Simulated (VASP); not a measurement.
Input for VASP

KPOINTS:
```
Automatic mesh
0
Gamma
5 5 5
0 0 0
```

### INCAR
```
SYSTEM = Li2S
PREC = Accurate; ENCUT = 400; LREAL = .False.
LASPH = .True.; ISYM = 3
EDIFF = 1E-6; NELM = 100; ALGO = Normal
ISMEAR = 0; SIGMA = 0.01
GGA = PE; LHFCALC = .True.; AEXX = 0.25
HFRCUT = -1; PRECFOCK = Fast
ISIF = 2
LWAVE = .False.; LCHARG = .False.
```

POSCAR:
```
Li2S
1.0
  0.0000000000   2.8351700000   2.8351700000
  2.8351700000   0.0000000000   2.8351700000
  2.8351700000   2.8351700000   0.0000000000
Li S
2 1
Direct
  0.7706710000   0.7570310000   0.7286570000
  0.2317370000   0.2354280000   0.2562430000
 -0.0024080000   0.0075410000   0.0151000000
```

POTCAR, in this order: Li_sv S (PBE.64 set). Program: vasp_std.

**Question.** Write an equivalent input for Quantum ESPRESSO's pw.x.

**Answer.** One equivalent input (not run):
```
&CONTROL
  calculation = 'scf'
  pseudo_dir = './pseudo'
  outdir = './out'
  tprnfor = .true.
  tstress = .false.
/
&SYSTEM
  ibrav = 0
  nat = 3
  ntyp = 2
  ecutwfc = 74
  occupations = 'smearing'
  smearing = 'gaussian'
  degauss = 0.000735
  input_dft = 'pbe0'
  nqx1 = 5
  nqx2 = 5
  nqx3 = 5
/
&ELECTRONS
  conv_thr = 7.3e-08
  electron_maxstep = 100
/
ATOMIC_SPECIES
  Li 6.940 Li.upf
  S 32.060 S.upf
CELL_PARAMETERS angstrom
     0.0000000    2.8351700    2.8351700
     2.8351700    0.0000000    2.8351700
     2.8351700    2.8351700    0.0000000
ATOMIC_POSITIONS crystal
  Li   0.7706710  0.7570310  0.7286570
  Li   0.2317370  0.2354280  0.2562430
  S   -0.0024080  0.0075410  0.0151000
K_POINTS automatic
  5 5 5 0 0 0
```
The two are equivalent in intent, not identical: the potentials are each code's own (VASP's PAW set, PseudoDojo norm-conserving files in pw.x), so ENCUT and ecutwfc are chosen apart and not converted; conv_thr bounds pw.x's estimated SCF error, while EDIFF bounds the energy change between steps; the singularity of exact exchange is treated differently by default.

The structure comes from a computed database's Li2S entry; how it stands against other phases isn't given here. The cell was not relaxed at this level, atoms are displaced from their ideal sites. The run is one of a series of settings (KPOINTS 5×5×5 Γ-centred mesh against the base run), some of them coarse on purpose.
